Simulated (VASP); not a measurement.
All values below come from r2SCAN+rVV10, VASP's PBE PAW potentials (set 64) (plane waves; VASP 6.6.1).

The input files of a VASP run:

**INCAR**
```
! general
SYSTEM    =  Tb
PREC      =  Accurate
ENCUT     =  520
LREAL     =  .FALSE.
LASPH     =  .TRUE.

! electronic loop
EDIFF     =  1E-6
NELM      =  100
ALGO      =  Normal
LMAXMIX   =  6
LMIXTAU   =  .TRUE.

! smearing
ISMEAR    =  1
SIGMA     =  0.1

! functional
METAGGA   =  R2SCAN
LUSE_VDW  =  .TRUE.
BPARAM    =  11.95
CPARAM    =  0.0093

! ions
IBRION    =  2
NSW       =  60
ISIF      =  3
EDIFFG    =  -0.01

! output
LWAVE     =  .FALSE.
LCHARG    =  .FALSE.
```

File KPOINTS:
```
Regular mesh
0
Gamma
 11 11 6
0 0 0
```

**POSCAR**
```
Tb
1
    1.8000000000    -3.1176910000     0.0000000000
    1.8000000000     3.1176910000     0.0000000000
    0.0000000000     0.0000000000     5.6900000000
Tb
2
Direct
  0.3333330000   0.6666670000   0.2500000000
  0.6666670000   0.3333330000   0.7500000000
```

POTCAR, in this order: Tb_3 (PBE.64 set). Program: vasp_std.

What VASP printed:

**OSZICAR**
```
...
DAV:   6    -0.622851764838E+02    0.21243E+01   -0.39733E-01  1704   0.698E+00    0.153E+01
DAV:   7    -0.607512493773E+02    0.15339E+01   -0.59191E-01  1944   0.768E+00    0.143E+00
DAV:   8    -0.620215655120E+02   -0.12703E+01   -0.57884E-01  1789   0.700E+00    0.350E+00
DAV:   9    -0.620275087337E+02   -0.59432E-02   -0.27724E-02  1869   0.163E+00    0.158E+00
DAV:  10    -0.619247994444E+02    0.10271E+00   -0.10715E-02  1719   0.123E+00    0.167E+00
DAV:  11    -0.619127035286E+02    0.12096E-01   -0.72882E-03  1694   0.118E+00    0.123E+00
DAV:  12    -0.619334465253E+02   -0.20743E-01   -0.61177E-02  1664   0.293E+00    0.714E-01
DAV:  13    -0.619356550690E+02   -0.22085E-02   -0.89778E-04  2264   0.306E-01    0.837E-01
DAV:  14    -0.619343457255E+02    0.13093E-02   -0.95069E-05  1809   0.857E-02    0.859E-01
DAV:  15    -0.619402136838E+02   -0.58680E-02   -0.24849E-03  1669   0.519E-01    0.252E-01
DAV:  16    -0.619417746649E+02   -0.15610E-02   -0.75343E-04  1799   0.356E-01    0.134E-01
DAV:  17    -0.619418199551E+02   -0.45290E-04   -0.25445E-05  2068   0.495E-02    0.154E-01
DAV:  18    -0.619418645039E+02   -0.44549E-04   -0.46716E-06  1799   0.225E-02    0.123E-01
DAV:  19    -0.619419421501E+02   -0.77646E-04   -0.68102E-05  1714   0.666E-02    0.917E-02
DAV:  20    -0.619419883917E+02   -0.46242E-04   -0.56068E-05  1779   0.665E-02    0.723E-02
DAV:  21    -0.619419810653E+02    0.73264E-05   -0.79112E-06  1945   0.289E-02    0.359E-02
DAV:  22    -0.619419759129E+02    0.51524E-05   -0.71661E-06  1684   0.274E-02    0.140E-02
DAV:  23    -0.619419803130E+02   -0.44001E-05   -0.12848E-06   984   0.150E-02    0.121E-02
DAV:  24    -0.619419763607E+02    0.39523E-05   -0.17674E-06  1439   0.120E-02    0.352E-03
DAV:  25    -0.619419776277E+02   -0.12669E-05   -0.77579E-08   847   0.309E-03    0.872E-04
DAV:  26    -0.619419763907E+02    0.12370E-05   -0.27643E-08   847   0.195E-03    0.688E-04
DAV:  27    -0.619419770301E+02   -0.63942E-06   -0.29121E-08   847   0.190E-03
   1 F= -.61941977E+02 E0= -.61942507E+02  d E =-.619420E+02
       N       E                     dE             d eps       ncg     rms          rms(c)
DAV:   1    -0.619608948466E+02   -0.18918E-01   -0.70090E-01  1664   0.643E+00    0.646E-01
DAV:   2    -0.619505549691E+02    0.10340E-01   -0.20090E-02  1904   0.120E+00    0.451E-01
DAV:   3    -0.619494001744E+02    0.11548E-02   -0.30477E-03  1784   0.504E-01    0.253E-01
DAV:   4    -0.619484548960E+02    0.94528E-03   -0.29179E-03  2057   0.445E-01    0.995E-02
DAV:   5    -0.619485690386E+02   -0.11414E-03   -0.91436E-04  1664   0.299E-01    0.574E-02
DAV:   6    -0.619485703536E+02   -0.13149E-05   -0.36804E-04  1664   0.221E-01    0.281E-02
DAV:   7    -0.619486090977E+02   -0.38744E-04   -0.11436E-04  1664   0.125E-01    0.904E-03
DAV:   8    -0.619486119734E+02   -0.28757E-05   -0.34261E-06  1964   0.188E-02    0.536E-03
DAV:   9    -0.619486123962E+02   -0.42283E-06   -0.91266E-07  1167   0.105E-02
   2 F= -.61948612E+02 E0= -.61949682E+02  d E =-.663537E-02
       N       E                     dE             d eps       ncg     rms          rms(c)
DAV:   1    -0.619658660603E+02   -0.17254E-01   -0.84618E-01  1664   0.707E+00    0.815E-01
DAV:   2    -0.619534741831E+02    0.12392E-01   -0.23818E-02  1934   0.131E+00    0.398E-01
DAV:   3    -0.619518385038E+02    0.16357E-02   -0.41978E-03  1764   0.592E-01    0.193E-01
DAV:   4    -0.619508527247E+02    0.98578E-03   -0.31676E-03  2070   0.461E-01    0.881E-02
DAV:   5    -0.619509603449E+02   -0.10762E-03   -0.79084E-04  1664   0.277E-01    0.550E-02
DAV:   6    -0.619509333979E+02    0.26947E-04   -0.36086E-04  1664   0.217E-01    0.224E-02
DAV:   7    -0.619509882284E+02   -0.54830E-04   -0.14352E-04  1674   0.139E-01    0.708E-03
DAV:   8    -0.619509917775E+02   -0.35492E-05   -0.40524E-06  1964   0.204E-02    0.485E-03
DAV:   9    -0.619509916797E+02    0.97856E-07   -0.80638E-07  1063   0.990E-03
   3 F= -.61950992E+02 E0= -.61952701E+02  d E =-.901465E-02
       N       E                     dE             d eps       ncg     rms          rms(c)
DAV:   1    -0.619515918199E+02   -0.60004E-03   -0.28990E-02  1664   0.131E+00    0.163E-01
DAV:   2    -0.619511492477E+02    0.44257E-03   -0.80862E-04  1919   0.240E-01    0.673E-02
DAV:   3    -0.619510913055E+02    0.57942E-04   -0.15003E-04  1769   0.112E-01    0.312E-02
DAV:   4    -0.619510686622E+02    0.22643E-04   -0.10290E-04  2055   0.829E-02    0.164E-02
DAV:   5    -0.619510717063E+02   -0.30441E-05   -0.25412E-05  1674   0.502E-02    0.101E-02
DAV:   6    -0.619510730848E+02   -0.13785E-05   -0.12727E-05  1664   0.406E-02    0.406E-03
DAV:   7    -0.619510730447E+02    0.40057E-07   -0.53473E-06  1664   0.271E-02
   4 F= -.61951073E+02 E0= -.61952715E+02  d E =-.909601E-02
       N       E                     dE             d eps       ncg     rms          rms(c)
DAV:   1    -0.619592047343E+02   -0.81316E-02   -0.26228E-01  1664   0.408E+00    0.584E-01
DAV:   2    -0.619540155995E+02    0.51891E-02   -0.13892E-02  1734   0.101E+00    0.267E-01
DAV:   3    -0.619521367381E+02    0.18789E-02   -0.33574E-03  1837   0.499E-01    0.101E-01
DAV:   4    -0.619518042523E+02    0.33249E-03   -0.12583E-03  1894   0.301E-01    0.676E-02
DAV:   5    -0.619518258975E+02   -0.21645E-04   -0.17545E-04  1759   0.143E-01    0.351E-02
DAV:   6    -0.619518158440E+02    0.10053E-04   -0.10797E-04  1664   0.122E-01    0.102E-02
DAV:   7    -0.619518257922E+02   -0.99482E-05   -0.57744E-05  1664   0.930E-02    0.595E-03
DAV:   8    -0.619518222503E+02    0.35419E-05   -0.74540E-06  1734   0.334E-02    0.388E-03
DAV:   9    -0.619518214339E+02    0.81638E-06   -0.81191E-07   997   0.109E-02
   5 F= -.61951821E+02 E0= -.61953567E+02  d E =-.748389E-03
       N       E                     dE             d eps       ncg     rms          rms(c)
DAV:   1    -0.619523247179E+02   -0.50247E-03   -0.15015E-02  1664   0.976E-01    0.142E-01
DAV:   2    -0.619520353797E+02    0.28934E-03   -0.81199E-04  1739   0.243E-01    0.637E-02
DAV:   3    -0.619519289442E+02    0.10644E-03   -0.18675E-04  1832   0.118E-01    0.246E-02
DAV:   4    -0.619519043384E+02    0.24606E-04   -0.76256E-05  1889   0.742E-02    0.157E-02
DAV:   5    -0.619519045869E+02   -0.24849E-06   -0.10755E-05  1749   0.360E-02    0.868E-03
DAV:   6    -0.619519052510E+02   -0.66415E-06   -0.72519E-06  1664   0.322E-02
   6 F= -.61951905E+02 E0= -.61953642E+02  d E =-.832206E-03
       N       E                     dE             d eps       ncg     rms          rms(c)
DAV:   1    -0.619519064044E+02   -0.18176E-05   -0.86228E-05  1664   0.774E-02    0.106E-02
DAV:   2    -0.619519047370E+02    0.16675E-05   -0.45299E-06  1719   0.201E-02    0.482E-03
DAV:   3    -0.619519043460E+02    0.39094E-06   -0.15516E-06  1210   0.123E-02
   7 F= -.61951904E+02 E0= -.61953642E+02  d E =-.831301E-03
       N       E                     dE             d eps       ncg     rms          rms(c)
DAV:   1    -0.619519051857E+02   -0.44870E-06   -0.58372E-05  1669   0.615E-02    0.105E-02
DAV:   2    -0.619519038272E+02    0.13585E-05   -0.36597E-06  1701   0.171E-02    0.421E-03
DAV:   3    -0.619519033102E+02    0.51693E-06   -0.67297E-07   842   0.797E-03
   8 F= -.61951903E+02 E0= -.61953641E+02  d E =-.830266E-03
       N       E                     dE             d eps       ncg     rms          rms(c)
DAV:   1    -0.619519642139E+02   -0.60387E-04   -0.24024E-03  1664   0.382E-01    0.560E-02
DAV:   2    -0.619519186695E+02    0.45544E-04   -0.83947E-05  1854   0.779E-02    0.207E-02
DAV:   3    -0.619519107466E+02    0.79229E-05   -0.18399E-05  1799   0.376E-02    0.896E-03
DAV:   4    -0.619519100823E+02    0.66424E-06   -0.10628E-05  2017   0.265E-02    0.499E-03
DAV:   5    -0.619519104786E+02   -0.39630E-06   -0.14922E-06   962   0.124E-02
   9 F= -.61951910E+02 E0= -.61953636E+02  d E =-.716840E-05
```

OUTCAR:
```
------------------------ aborting loop because EDIFF is reached ----------------------------------------
  FORCE on cell =-STRESS in cart. coord.  units (eV):
  Direction    XX          YY          ZZ          XY          YZ          ZX
  --------------------------------------------------------------------------------------
  Total        0.0079526      0.0079526      0.0112128      0.0000000      0.0000000      0.0000000
  in kB        0.1981199      0.1981199      0.2793404      0.0000000      0.0000000      0.0000000
  external PRESSURE =       0.2251934 kB  Pullay stress =       0.0000000 kB
  volume of cell :       64.31
      direct lattice vectors                 reciprocal lattice vectors
     1.825832694 -3.162434519  0.000000000     0.273847654 -0.158106040  0.000000000
     1.825832694  3.162434519  0.000000000     0.273847654  0.158106040  0.000000000
    -0.000000000 -0.000000000  5.569005422    -0.000000000  0.000000000  0.179565277
 POSITION                                       TOTAL-FORCE (eV/Angst)
 -----------------------------------------------------------------------------------
      1.82583      1.05415      1.39225         0.000000      0.000000     -0.000000
      1.82583     -1.05415      4.17675        -0.000000     -0.000000      0.000000
 -----------------------------------------------------------------------------------
    total drift:                                0.000005      0.000112     -0.000010
  FREE ENERGIE OF THE ION-ELECTRON SYSTEM (eV)
  ---------------------------------------------------
  free  energy   TOTEN  =       -61.9519104786 eV

  energy  without entropy=      -61.9570877104  energy(sigma->0) =      -61.95363622

 reached required accuracy - stopping structural energy minimisation
```
(Selected blocks of OUTCAR.)

CONTCAR:
```
Tb
   1.00000000000000
     1.8258326940456211   -3.1624345191475491    0.0000000000000000
     1.8258326940456211    3.1624345191475491    0.0000000000000000
    -0.0000000000000000   -0.0000000000000000    5.5690054215919478
  Tb
     2
Direct
     0.3333330000000032    0.6666669999999968    0.2500000000000000
     0.6666669999999968    0.3333330000000032    0.7500000000000000
```

The 4f electrons are frozen in the core of the lanthanide potential, so 4f levels, which can set the real gap, and their magnetism are missing.

The compound is Tb in the hcp structure. This run relaxes it. Symmetry was kept, so distortions that lower it aren't found.
